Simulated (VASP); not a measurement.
Input:

```xyz
2
Lattice="0.0000 2.4332 2.4332 2.4332 0.0000 2.4332 2.4332 2.4332 0.0000" Properties=species:S:1:pos:R:3 pbc="T T T"
Ca     4.8664     2.4332     2.4332
O      2.4332     2.4332     2.4332
```

The numbers are results of MS2 meta-GGA, VASP's PBE PAW potentials (set 64) (plane waves; VASP), not measurements. Settings: 520 eV cut-off, 9×9×9 Γ-centred mesh, Gaussian smearing of 0.050 eV, potentials Ca_sv O.

**Question.** What does the run give for the energy per atom (σ→0), pressure?

**Answer.** 
The energy per atom (σ→0) is -10.258 eV/atom and the pressure is -3.16 GPa.

The compound is CaO in the rock salt structure. This cell is one point of a volume scan, at 1.03 of the reference volume.
